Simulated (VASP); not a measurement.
VASP input:

File POSCAR:
```
MoS2
1
    3.1600000000     0.0000000000     0.0000000000
   -1.5800000000     2.7366400000     0.0000000000
    0.0000000000     0.0000000000    12.3000000000
Mo S
2 4
Direct
  0.6666670000   0.3333330000   0.7500000000
  0.3333330000   0.6666670000   0.2500000000
  0.6666670000   0.3333330000   0.3790000000
  0.3333330000   0.6666670000   0.8790000000
  0.3333330000   0.6666670000   0.6210000000
  0.6666670000   0.3333330000   0.1210000000
```

File KPOINTS:
```
Automatic
0
Gamma
  9 9 2
0 0 0
```

### INCAR
```
# general
SYSTEM  = MoS2
PREC    = Accurate
ENCUT   = 480
LREAL   = F   # projection in real space or not
LASPH   = T   # aspherical one-centre terms

# electronic loop
EDIFF   = 1E-6   # SCF stop (eV)
NELM    = 100   # most electronic steps
ALGO    = Normal   # blocked Davidson
LMAXMIX = 4   # l cut-off of mixed one-centre charges

# smearing
ISMEAR  = 0   # Gaussian
SIGMA   = 0.05   # width (eV)

# functional
GGA     = PE   # PBE
IVDW    = 12

# ions
IBRION  = 2   # conjugate gradients
NSW     = 60   # most ionic steps
ISIF    = 3   # ions, shape and volume
EDIFFG  = -0.01   # ionic stop

# output
LWAVE   = F
LCHARG  = F
```

POTCAR, in this order: Mo_sv S (PBE.64 set). Program: vasp_std.

Problem. Translate this PBE-D3(BJ) calculation to Quantum ESPRESSO's pw.x.

Solution. One equivalent input (not run):
```
&CONTROL
  calculation = 'vc-relax'
  pseudo_dir = './pseudo'
  outdir = './out'
  tprnfor = .true.
  tstress = .true.
  nstep = 60
  forc_conv_thr = 0.00039
/
&SYSTEM
  ibrav = 0
  nat = 6
  ntyp = 2
  ecutwfc = 80
  occupations = 'smearing'
  smearing = 'gaussian'
  degauss = 0.003675
  input_dft = 'pbe'
  vdw_corr = 'grimme-d3'
  dftd3_version = 4
  dftd3_threebody = .false.
/
&ELECTRONS
  conv_thr = 7.3e-08
  electron_maxstep = 100
/
&IONS
/
&CELL
/
ATOMIC_SPECIES
  Mo 95.950 Mo.upf
  S 32.060 S.upf
CELL_PARAMETERS angstrom
     3.1600000    0.0000000    0.0000000
    -1.5800000    2.7366400    0.0000000
     0.0000000    0.0000000   12.3000000
ATOMIC_POSITIONS crystal
  Mo   0.6666670  0.3333330  0.7500000
  Mo   0.3333330  0.6666670  0.2500000
  S    0.6666670  0.3333330  0.3790000
  S    0.3333330  0.6666670  0.8790000
  S    0.3333330  0.6666670  0.6210000
  S    0.6666670  0.3333330  0.1210000
K_POINTS automatic
  9 9 2 0 0 0
```
What does not carry over: the potentials are each code's own (VASP's PAW set, PseudoDojo norm-conserving files in pw.x), so ENCUT and ecutwfc are chosen apart and not converted; conv_thr bounds pw.x's estimated SCF error, while EDIFF bounds the energy change between steps; forc_conv_thr acts on force components and is met together with etot_conv_thr.

The compound is MoS2 in the 2H layered structure. This run relaxes it. Symmetry was kept, so distortions that lower it aren't found.
